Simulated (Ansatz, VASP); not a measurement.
# Mo2H2CO2 (Mo2C(OH)2 MXene monolayer): VASP beside Ansatz, part 2 of 2

Wanted: the spread between two codes on one cell, functional and k mesh. The cell is taken from a series of runs on this material, whose earlier steps may have relaxed, scaled, displaced or heated it; both programs get it as it stands.

VASP 6.6.1 and Ansatz 0.2.0.

So far: The structure; VASP: single point, PBE with D3(BJ).

### 3. Ansatz: single point, PBE with D3(BJ)

Level of this step: Ansatz beside VASP: Kohn-Sham DFT, plane waves, PBE with D3(BJ) (Ansatz).

Ansatz runs on its PAW soft_1 files.

The same cell, functional, mesh and smearing now go to Ansatz, which takes its cutoff from its data sets.

The input, input.yaml:

```yaml
crystal:
  lattice:
    - [2.926139756, 0.0, 0.0]
    - [-1.463069878, 2.5341113637, 0.0]
    - [0.0, 0.0, 25.4449281165]
  atoms:
    - { symbol: H, position: [0.3333333333, 0.6666666667, 0.3537050668] }
    - { symbol: O, position: [0.3333333333, 0.6666666667, 0.392199068] }
    - { symbol: Mo, position: [0.6666666667, 0.3333333333, 0.4491332967] }
    - { symbol: C, position: [0.0, 0.0, 0.5] }
    - { symbol: Mo, position: [0.3333333333, 0.6666666667, 0.5508667033] }
    - { symbol: O, position: [0.6666666667, 0.3333333333, 0.607800932] }
    - { symbol: H, position: [0.6666666667, 0.3333333333, 0.6462949332] }
kpoints:
  mp_grid: { grid: [18, 18, 1] }
  band_path:
    path: [[0, 0, 0], [0.5, 0, 0], [0.33333333, 0.33333333, 0], [0, 0, 0]]
    npoints: 16
hamiltonian:
  xc: pbe
  dispersion: d3bj
  pseudopotentials: { kind: paw, azcp: { folder: soft_1 } }
scf:
  occupations: { method: fermi_dirac, width: 0.02585 }
  convergence: { dr2_threshold: 1.0e-10 }
efield:
  axis: 3
  dipole_correction: true
  ramp_position: 0.97
  ramp_width: 0.06
  amplitude: 0
output:
  dos: { projected: true, e_range: [-6, 5] }
  write_potential: true
  write_density: true
  volumetric_format: npy
  elf: true
```

Started as:

```sh
> ansatz run input.yaml --threads 2 --pin off --max-ram 3072MiB --backend cpu --events-out ev --progress --plain --runs-dir out
```

Numbers of over 12 decimals in the logs are rounded to 6 here.

Output:

```text
Engine: ansatz 0.2.0, aarch64-unknown-linux-gnu
Pseudopotentials: kind: paw
Pseudopotential: H, paw, valence charge 1, recommended cutoff 420 eV (normal), soft_1/H.paw.azcp
Pseudopotential: O, paw, valence charge 6, recommended cutoff 420 eV (normal), soft_1/O.paw.azcp
Pseudopotential: Mo, paw, valence charge 14, recommended cutoff 420 eV (normal), soft_1/Mo.paw.azcp
Pseudopotential: C, paw, valence charge 4, recommended cutoff 420 eV (normal), soft_1/C.paw.azcp
Functional definition: PBE
  parameter kappa = 0.804
  parameter beta = 0.066725
  exchange = pbe_x(kappa = kappa, mu = beta*pi^2/3)
  correlation = pbe_c(beta = beta)
Crystal: 7 atoms, lattice volume = 188.678 Å³
Basis set: ecut = 420 eV, 3661 PW (Γ)
Bands: 30, of which v1, the nominal top of the filled ones, is band 23 counted from 1 (22 counted from 0)
Symmetry: 6 space group operations
k-points: 37 of 324 (time reversal used)
Non-local potential: H, projectors of the file, l = 0: 2, l = 1: 1
Non-local potential: O, projectors of the file, l = 0: 2, l = 1: 2, l = 2: 1
Non-local potential: Mo, projectors of the file, l = 0: 3, l = 1: 2, l = 2: 2, l = 3: 1
Non-local potential: C, projectors of the file, l = 0: 2, l = 1: 2, l = 2: 1
PAW form: soft (Blöchl's): semilocal exchange-correlation on the pseudo side does not see the compensation charge
PAW one-centre angular grid: H, 110 points (default); XC on 64 Gauss nodes
PAW one-centre angular grid: O, 110 points (default); XC on 64 Gauss nodes
PAW one-centre angular grid: Mo, 590 points (default); XC on 64 Gauss nodes
PAW one-centre angular grid: C, 110 points (default); XC on 64 Gauss nodes
Initial density: superposition of atomic densities (neutral atoms: chi_scale 0, normalization atom)
Initial wavefunctions: pseudopotential atomic-orbital guess
Functional: x = pbe(κ = 0.804, μ = 0.219515), c = pbe(β = 0.066725)
SCF iter   1: F=—  HF=-11338.330473 eV  |F-HF|=—  |Δ(HF+E_count)|=         —  Δρ=1.13e-1  dr2=3.40e1  ethr=3.10e-3  p=0.000 e·Å  D=5.24e-14 V/Å  ΔV_dip=-0.00 eV  dr2_dipole=2.11e-7  V_vac-E_F(+/−)=5.46/5.46 eV  ⟨swp⟩=9.3  Hψ=5888  notcnv=0
efield: sawtooth ramp at fractional position 0.9700 (set: `efield.ramp_position`, or a place that a band, a saddle search or an elastic batch's reference lends), width 0.0600; the density the first Hamiltonian is built on has a dipole p = 0.000 e·Å; the dipole correction subtracts the counter field D = 5.24e-14 V/Å, which shifts the + side's vacuum level by -0.00 eV against the − side's; the planar-averaged density in the ramp window peaks in size at 2.4e-6 e/Å³
preconditioner: auto → LDOS  [metal: Δε(μ)=0.007 eV  Ē_g=12.051 eV  σ=0.026 eV  W_gap=0.07  n_scr=16 (ndim 8)  ℏωp=14.8 eV  f_vac=0.625  D(μ)=3.63/eV (n_scr^D=14)  β→1.0]
SCF iter   2: F=—  HF=-11332.412868 eV  |F-HF|=—  |Δ(HF+E_count)|=    5.92e0  Δρ=7.06e-2  dr2=4.65e1  ethr=3.10e-3  p=-0.000 e·Å  D=-7.87e-5 V/Å  ΔV_dip=0.00 eV  dr2_dipole=4.59e-5  V_vac-E_F(+/−)=-0.02/-0.02 eV  ⟨swp⟩=5.1  Hψ=3518  notcnv=0  defer=44
SCF iter   3: F=—  HF=-11329.835058 eV  |F-HF|=—  |Δ(HF+E_count)|=    2.58e0  Δρ=1.56e-2  dr2=5.92e-1  ethr=3.10e-3  p=0.000 e·Å  D=1.49e-4 V/Å  ΔV_dip=-0.00 eV  dr2_dipole=7.13e-8  V_vac-E_F(+/−)=2.90/2.93 eV  ⟨swp⟩=4.6  Hψ=3071  notcnv=0  defer=49
SCF iter   4: F=—  HF=-11329.793842 eV  |F-HF|=—  |Δ(HF+E_count)|=   4.12e-2  Δρ=3.73e-3  dr2=2.29e-1  ethr=1.29e-3  p=0.000 e·Å  D=2.25e-4 V/Å  ΔV_dip=-0.01 eV  dr2_dipole=5.09e-8  V_vac-E_F(+/−)=4.14/4.17 eV  ⟨swp⟩=2.6  Hψ=1655  notcnv=0  defer=48
SCF iter   5: F=—  HF=-11329.768321 eV  |F-HF|=—  |Δ(HF+E_count)|=   2.55e-2  Δρ=1.65e-3  dr2=1.03e-1  ethr=4.98e-4  p=0.000 e·Å  D=1.70e-4 V/Å  ΔV_dip=-0.00 eV  dr2_dipole=1.12e-7  V_vac-E_F(+/−)=3.71/3.72 eV  ⟨swp⟩=2.7  Hψ=1256  notcnv=0  defer=46
SCF iter   6: F=—  HF=-11329.751261 eV  |F-HF|=—  |Δ(HF+E_count)|=   1.71e-2  Δρ=4.75e-4  dr2=1.58e-2  ethr=2.24e-4  p=0.000 e·Å  D=8.31e-5 V/Å  ΔV_dip=-0.00 eV  dr2_dipole=4.91e-8  V_vac-E_F(+/−)=2.92/2.93 eV  ⟨swp⟩=3.2  Hψ=1354  notcnv=0  defer=45
SCF iter   7: F=—  HF=-11329.750849 eV  |F-HF|=—  |Δ(HF+E_count)|=   4.12e-4  Δρ=9.87e-4  dr2=3.40e-2  ethr=3.44e-5  p=-0.000 e·Å  D=-4.36e-5 V/Å  ΔV_dip=0.00 eV  dr2_dipole=1.93e-7  V_vac-E_F(+/−)=1.87/1.87 eV  ⟨swp⟩=3.7  Hψ=1572  notcnv=0  defer=44
SCF iter   8: F=—  HF=-11329.749407 eV  |F-HF|=—  |Δ(HF+E_count)|=   1.44e-3  Δρ=4.68e-4  dr2=7.87e-3  ethr=3.44e-5  p=-0.000 e·Å  D=-3.45e-5 V/Å  ΔV_dip=0.00 eV  dr2_dipole=2.74e-8  V_vac-E_F(+/−)=1.88/1.88 eV  ⟨swp⟩=2.0  Hψ=1192  notcnv=0  defer=44
SCF iter   9: F=—  HF=-11329.748601 eV  |F-HF|=—  |Δ(HF+E_count)|=   8.06e-4  Δρ=1.08e-4  dr2=4.67e-4  ethr=1.71e-5  p=-0.000 e·Å  D=-1.47e-5 V/Å  ΔV_dip=0.00 eV  dr2_dipole=1.83e-10  V_vac-E_F(+/−)=2.03/2.03 eV  ⟨swp⟩=2.2  Hψ=1169  notcnv=0  defer=44
SCF iter  10: F=—  HF=-11329.748595 eV  |F-HF|=—  |Δ(HF+E_count)|=   5.47e-6  Δρ=3.65e-5  dr2=1.95e-5  ethr=1.02e-6  p=-0.000 e·Å  D=-1.99e-6 V/Å  ΔV_dip=0.00 eV  dr2_dipole=4.16e-13  V_vac-E_F(+/−)=2.15/2.15 eV  ⟨swp⟩=1.9  Hψ=1238  notcnv=0  defer=44
SCF iter  11: F=—  HF=-11329.748624 eV  |F-HF|=—  |Δ(HF+E_count)|=   2.88e-5  Δρ=2.23e-5  dr2=4.30e-6  ethr=4.24e-8  p=-0.000 e·Å  D=-1.30e-6 V/Å  ΔV_dip=0.00 eV  dr2_dipole=5.96e-11  V_vac-E_F(+/−)=2.15/2.15 eV  ⟨swp⟩=2.6  Hψ=1761  notcnv=0  defer=44
SCF iter  12: F=—  HF=-11329.748670 eV  |F-HF|=—  |Δ(HF+E_count)|=   4.60e-5  Δρ=4.79e-6  dr2=2.10e-7  ethr=9.35e-9  p=-0.000 e·Å  D=-4.09e-7 V/Å  ΔV_dip=0.00 eV  dr2_dipole=2.54e-13  V_vac-E_F(+/−)=2.16/2.16 eV  ⟨swp⟩=2.5  Hψ=1545  notcnv=0  defer=44
SCF iter  13: F=—  HF=-11329.748670 eV  |F-HF|=—  |Δ(HF+E_count)|=   4.70e-8  Δρ=1.20e-6  dr2=5.87e-9  ethr=4.56e-10  p=-0.000 e·Å  D=-3.19e-7 V/Å  ΔV_dip=0.00 eV  dr2_dipole=6.17e-13  V_vac-E_F(+/−)=2.16/2.16 eV  ⟨swp⟩=2.2  Hψ=1524  notcnv=0  defer=44
SCF iter  14: F=—  HF=-11329.748670 eV  |F-HF|=—  |Δ(HF+E_count)|=   9.19e-9  Δρ=3.10e-7  dr2=1.40e-9  ethr=1.28e-11  p=-0.000 e·Å  D=-1.68e-7 V/Å  ΔV_dip=0.00 eV  dr2_dipole=4.53e-14  V_vac-E_F(+/−)=2.16/2.16 eV  ⟨swp⟩=2.7  Hψ=2028  notcnv=0  defer=44
SCF iter  15: F=-11329.748670 eV  HF=-11329.748670 eV  |F-HF|=4.73e-11  |Δ(HF+E_count)|=  2.56e-10  Δρ=1.05e-7  dr2=8.52e-11  ethr=1.00e-12  p=-0.000 e·Å  D=-9.88e-8 V/Å  ΔV_dip=0.00 eV  dr2_dipole=6.19e-14  V_vac-E_F(+/−)=2.16/2.16 eV  ⟨swp⟩=9.4  Hψ=4885  notcnv=0
SCF 1 converged in 15 iterations: F = -11329.748670 eV  dr2 = 8.52e-11
  greatest PAW one-centre occupation: 0.999 electrons in one spin orbital (limit 2), on the Mo atom at site 2 (counted from 0), in its partial waves of l = 0
NSCF: frozen V_eff on 49 k-points
efield: sawtooth ramp at fractional position 0.9700 (kept from the solve that this one continues, or follows in the run), width 0.0600; the density the first Hamiltonian is built on has a dipole p = -0.000 e·Å; the dipole correction subtracts the counter field D = -9.88e-8 V/Å, which shifts the + side's vacuum level by +0.00 eV against the − side's; the planar-averaged density in the ramp window peaks in size at 4.3e-6 e/Å³
WARN: The output density's exchange-correlation potential varies sharply where the density is thin. Do not read a vacuum level from v_tot or v_xc, or from such a field of the output density. On a cell that repeats whose density bears no net charge and no dipole along the vacuum's axis use v_es (v_loc + v_h of the components); under efield.dipole_correction with no amplitude use v_es + v_field, which holds any externa [...]
SCF converged after 15 iterations
Free energy (F): -11329.748670 eV
Harris-Foulkes:  -11329.748670 eV  (|F-HF|=4.73e-11)
Internal energy: -11329.738932 eV  (E = F + TS)
E sigma→0 (E₀):  -11329.743801 eV
Entropy (-TS):   -0.009738 eV (-1.391 meV/atom)
Fermi energy:    3.463242 eV
Dipole field:    D = 0.000000 V/Å  (p = 0.000000 e·Å, saw-weighted, corrected)
Work function:   Φ+ = 2.1550 eV   Φ− = 2.1550 eV
Levels:          The Fermi level and band energies are counted from a zero that moves with the ramp; work functions are not
--- Per-component energies (eV) ---
  E_band       = -764.568824
  E_kinetic    = 1298.231268
  E_local      = -61880.582171  (includes V_loc(G=0)·N_el)
  E_nonlocal   = 428.369700
  E_hartree    = 30253.396361
  E_xc         = -559.436126
  E_vxc        = -701.869281  (∫ρ·V_xc dr)
  E_paw        = -6850.809583  (= ΣΔE_a)
  E_vpaw       = -415.508284  (= ΣTr[D̂ρ^β])
  E_aug_tail   = -0.000339  (compensation charges beyond the density's cutoff)
  E_efield     = 0.000000  (sawtooth field / dipole correction)
  E_vefield    = 0.000000  (∫n·V_field dr)
  E_ewald      = 25982.534933
  E_disp       = -1.442976  (pairwise vdW)
  E_smearing   = -0.009738  (= −TS)
  E_closure    = 0.000000  (closes the sum)
  Σ components = -11329.748670   (vs F -11329.748670, Δ=0.00e0)
--- Band table (eV; the first three rows and the last of 37) ---
  k-point 0: bands = [... 19 lower, 0.2862, 0.2862, 1.8504, 1.8504, 3.5255, 3.5330, 3.5504, 3.5504, ... 3 higher]
  k-point 1: bands = [... 19 lower, 0.2076, 0.3743, 1.7747, 1.9314, 3.3955, 3.5031, 3.5807, 3.6470, ... 3 higher]
  k-point 2: bands = [... 19 lower, 0.0275, 0.4899, 1.5983, 2.1519, 3.1836, 3.4595, 3.6674, 3.8933, ... 3 higher]
  k-point 36: bands = [... 19 lower, -1.9837, 2.4554, 3.1974, 3.1974, 3.7924, 4.2986, 4.2986, 6.7180, ... 3 higher]
```

### 4. Comparison

Known differences besides the potentials themselves: the cutoff is 420 eV in Ansatz and 520 eV in VASP. Total energies have different zeros and are not compared.

Both answers:

```csv
quantity,Ansatz,VASP,difference
"work function, lower of the two faces (eV)",2.16,2.16,-0.01
"work function, higher of the two faces (eV)",2.16,2.16,-0.01
```

With vacuum in the cell, a pressure given here is an average over mostly empty space and none of the material.

### 5. What came out

```
difference in work function, lower of the two faces (single point, PBE with D3(BJ)) : -0.0065 eV
```

What this shows: The difference in work function, lower of the two faces is -0.0065 eV (single point, PBE with D3(BJ)). How closely two codes agree says nothing of how well the functional describes the real material.

[Lines on the potential files, build, host, timing and source positions are cut from VASP's logs without a mark.]

[Logs are printed without paths, hosts, clocks, repeated set-up lines and the standing remarks that a program may print on its own settings, such as how far it seeks lower states.]

[Hosts, paths, dates, database ids (printed as entryN), source tags and the programs' standing remarks are cut or masked in the printed files.]
